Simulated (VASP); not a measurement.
Output of a VASP run:

OSZICAR:
```
...
DAV:   2    -0.178181896660E+02   -0.83380E+02   -0.80371E+02   545   0.340E+02
DAV:   3    -0.242407972814E+02   -0.64226E+01   -0.63936E+01   655   0.787E+01
DAV:   4    -0.243508898932E+02   -0.11009E+00   -0.11006E+00   618   0.111E+01
DAV:   5    -0.243521225403E+02   -0.12326E-02   -0.12326E-02   660   0.101E+00    0.265E+00
DAV:   6    -0.241646365824E+02    0.18749E+00   -0.34634E+00   535   0.222E+01    0.178E+00
DAV:   7    -0.241477735550E+02    0.16863E-01   -0.21210E-01   693   0.494E+00    0.109E+00
DAV:   8    -0.237972290453E+02    0.35054E+00   -0.39351E-01   520   0.770E+00    0.529E-01
DAV:   9    -0.241055477674E+02   -0.30832E+00   -0.10023E-01   520   0.441E+00    0.502E-01
DAV:  10    -0.241025022513E+02    0.30455E-02   -0.76140E-03   620   0.165E+00    0.238E-01
DAV:  11    -0.241763408846E+02   -0.73839E-01   -0.66802E-02   520   0.236E+00    0.239E-01
DAV:  12    -0.241806907809E+02   -0.43499E-02   -0.35903E-03   700   0.888E-01    0.137E-01
DAV:  13    -0.241819691201E+02   -0.12783E-02   -0.56758E-04   520   0.239E-01    0.116E-01
DAV:  14    -0.241846664838E+02   -0.26974E-02   -0.11011E-03   520   0.373E-01    0.322E-02
DAV:  15    -0.241865051847E+02   -0.18387E-02   -0.10175E-03   520   0.380E-01    0.291E-02
DAV:  16    -0.241864940892E+02    0.11095E-04   -0.43370E-05   610   0.643E-02    0.152E-02
DAV:  17    -0.241864870759E+02    0.70134E-05   -0.67462E-07   430   0.126E-02    0.169E-02
DAV:  18    -0.241865223806E+02   -0.35305E-04   -0.17836E-05   663   0.579E-02    0.556E-03
DAV:  19    -0.241865230832E+02   -0.70267E-06   -0.23353E-06   445   0.340E-02
   1 F= -.24186523E+02 E0= -.24186523E+02  d E =-.241865E+02
       N       E                     dE             d eps       ncg     rms          rms(c)
DAV:   1    -0.241892292246E+02   -0.27068E-02   -0.40821E-02   670   0.410E+00    0.319E-01
DAV:   2    -0.241869789354E+02    0.22503E-02   -0.39976E-03   635   0.155E+00    0.148E-01
DAV:   3    -0.241863960452E+02    0.58289E-03   -0.85683E-04   670   0.607E-01    0.313E-02
DAV:   4    -0.241863543549E+02    0.41690E-04   -0.13897E-04   588   0.204E-01    0.870E-03
DAV:   5    -0.241863521820E+02    0.21729E-05   -0.33464E-05   520   0.709E-02    0.677E-03
DAV:   6    -0.241863671531E+02   -0.14971E-04   -0.16403E-05   557   0.565E-02    0.133E-03
DAV:   7    -0.241863710697E+02   -0.39166E-05   -0.38028E-06   520   0.239E-02    0.102E-03
DAV:   8    -0.241863720923E+02   -0.10226E-05   -0.42615E-07   385   0.734E-03    0.277E-04
DAV:   9    -0.241863719929E+02    0.99360E-07   -0.60650E-08   260   0.298E-03
   2 F= -.24186372E+02 E0= -.24186372E+02  d E =0.151090E-03
       N       E                     dE             d eps       ncg     rms          rms(c)
DAV:   1    -0.241881916596E+02   -0.18196E-02   -0.24125E-02   670   0.318E+00    0.242E-01
DAV:   2    -0.241868991101E+02    0.12925E-02   -0.22789E-03   635   0.114E+00    0.113E-01
DAV:   3    -0.241865475020E+02    0.35161E-03   -0.51670E-04   670   0.471E-01    0.233E-02
DAV:   4    -0.241865131286E+02    0.34373E-04   -0.84041E-05   611   0.161E-01    0.670E-03
DAV:   5    -0.241865150964E+02   -0.19679E-05   -0.18966E-05   520   0.546E-02    0.527E-03
DAV:   6    -0.241865192602E+02   -0.41638E-05   -0.83341E-06   567   0.410E-02    0.995E-04
DAV:   7    -0.241865215844E+02   -0.23242E-05   -0.20852E-06   520   0.179E-02    0.753E-04
DAV:   8    -0.241865222264E+02   -0.64200E-06   -0.26198E-07   285   0.574E-03
   3 F= -.24186522E+02 E0= -.24186522E+02  d E =0.856863E-06
```

File OUTCAR:
```
------------------------ aborting loop because EDIFF is reached ----------------------------------------
  FORCE on cell =-STRESS in cart. coord.  units (eV):
  Direction    XX          YY          ZZ          XY          YZ          ZX
  --------------------------------------------------------------------------------------
  Total        0.0194883      0.0194883      0.0194883      0.0000000      0.0000000     -0.0000000
  in kB        0.6705012      0.6705012      0.6705012      0.0000000      0.0000000     -0.0000000
  external PRESSURE =       0.6705012 kB  Pullay stress =       0.0000000 kB
  volume of cell :       46.57
      direct lattice vectors                 reciprocal lattice vectors
    -0.000000000  2.855516517  2.855516517    -0.175099670  0.175099670  0.175099670
     2.855516517  0.000000000  2.855516517     0.175099670 -0.175099670  0.175099670
     2.855516517  2.855516517 -0.000000000     0.175099670  0.175099670 -0.175099670
  FREE ENERGIE OF THE ION-ELECTRON SYSTEM (eV)
  ---------------------------------------------------
  free  energy   TOTEN  =       -24.1865222264 eV

  energy  without entropy=      -24.1865222264  energy(sigma->0) =      -24.18652223

 reached required accuracy - stopping structural energy minimisation
```
(Selected blocks of OUTCAR.)

### POSCAR
```
GaAs
1
    0.0000000000     2.8565289963     2.8565289963
    2.8565289963     0.0000000000     2.8565289963
    2.8565289963     2.8565289963     0.0000000000
Ga As
1 1
Direct
  0.0000000000   0.0000000000   0.0000000000
  0.2500000000   0.2500000000   0.2500000000
```

Problem. Write an INCAR and KPOINTS that could have produced this output.

Solution. Several could match; the one computed here: the input of the run itself, TPSS meta-GGA, plane waves, VASP's PBE PAW potentials (set 64).

**KPOINTS**
```
Automatic
0
gamma
 7 7 7
```

**INCAR**
```
! general
SYSTEM  = GaAs
PREC    = Accurate
ENCUT   = 520
LREAL   = .False.
LASPH   = .True.

! electronic loop
EDIFF   = 1E-6
NELM    = 100
ALGO    = Normal
LMAXMIX = 4
LMIXTAU = .True.

! smearing
ISMEAR  = 0
SIGMA   = 0.05

! functional
METAGGA = TPSS

! ions
IBRION  = 2
NSW     = 60
ISIF    = 3
EDIFFG  = -0.01

! output
LWAVE   = .False.
LCHARG  = .False.
```

POTCAR, in this order: Ga_d As (PBE.64 set). Program: vasp_std.

The compound is GaAs in the zinc blende structure. This run relaxes it. Symmetry was kept, so distortions that lower it aren't found. The start is the result of an earlier pass.
